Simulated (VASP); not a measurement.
```
NaCl
1.0
    0.00000     2.45410     2.45410
    2.45410     0.00000     2.45410
    2.45410     2.45410     0.00000
Na Cl
1 1
Direct
  0.00000   0.00000   0.00000
  0.50000   0.50000   0.50000
```

Computed with PBE GGA, VASP's PBE PAW potentials (set 64) (plane waves; VASP). Run with 500 eV cut-off, 9×9×9 Γ-centred mesh, Gaussian smearing of 0.050 eV, potentials Na_pv Cl.

Task: What does the run give for the energy per atom (σ→0), pressure?

Result: 
```
Item                           Result
---------------------  --------------
energy per atom (σ→0)  -2.877 eV/atom
pressure                   298.9 kbar
```

Only differences to runs with the same potentials and settings are physical.

The compound is NaCl in the rock salt structure. It was relaxed first under an external pressure of 30 GPa.
